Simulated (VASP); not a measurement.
CsLiCr2Te2S3 under changes of volume

One of the cells (25.337 Å³/atom); the others are scaled copies at fixed shape and fractional positions:

```xyz
9
Lattice="7.3379 -2.1183 0.0178 7.3379 2.1183 0.0178 -2.5499 0.0000 7.3292" Properties=species:S:1:pos:R:3 pbc="T T T"
Cs    7.3379    0.0000    0.0178
Li   -1.2750    0.0000    3.6646
Cr    3.7198    0.0000    3.1853
Cr    8.4060    0.0000    4.1796
Te   11.3948    0.0000    1.3060
Te    0.7310    0.0000    6.0589
S     1.3880    0.0000    2.9165
S    10.7378    0.0000    4.4484
S     6.0629    0.0000    3.6824
```

The cell was built by a generator and needn't be a form met in nature.

- Program: VASP 6.6.1
- Functional: PBE
- Potentials or basis: VASP PAW PBE potentials, release 64 (Cs_sv, Li_sv, Cr_pv, Te, S)
- Cutoff: 520 eV
- k mesh: 7 × 7 × 4
- Occupations: fermi-dirac, width 0.05 eV
- Spin: collinear spin, ferromagnetic start
- Starting moments: [0.0, 0.0, 3.0, 3.0, 0.0, 0.0, 0.0, 0.0, 0.0] μB

```csv
volume (Å³/atom),energy over the lowest point (meV/atom),moment (μB per cell),largest force (eV/Å)
23.350,13.76,5.12,0.443
23.847,5.21,5.16,0.285
24.344,0.32,5.20,0.139
25.337,0.00,5.27,0.121
25.834,?,?,?
26.331,10.23,5.34,0.343
```

Task: What does the run at 25.834 Å³/atom give?

Result: Energy over the lowest point 3.94 meV/atom; moment 5.31 μB per cell; largest force 0.236 eV/Å.

Worked out: A Birch-Murnaghan fit of order 3 (a polynomial in V^(-2/3)) to the other rows has its minimum at 24.86 Å³/atom with B0 = V·E''(V) = 47 GPa and B' = 4.5 at fixed shape and positions, which overstates the stiffness. It gives 3.94 meV/atom at 25.834 Å³/atom, against the run's 3.94. A straight line through the other rows of the moment, of slope 0.0734 μB per Å³/atom, gives 5.31 μB, against the run's 5.31.

Energies are extrapolated to zero smearing.

Caveats: the cutoff is under 1.25 times the usual one of these potentials, so pressure, stress and relaxed cells hold a basis-set (Pulay) error; only a ferromagnetic start was run, and an antiferromagnetic order may lie lower in energy.
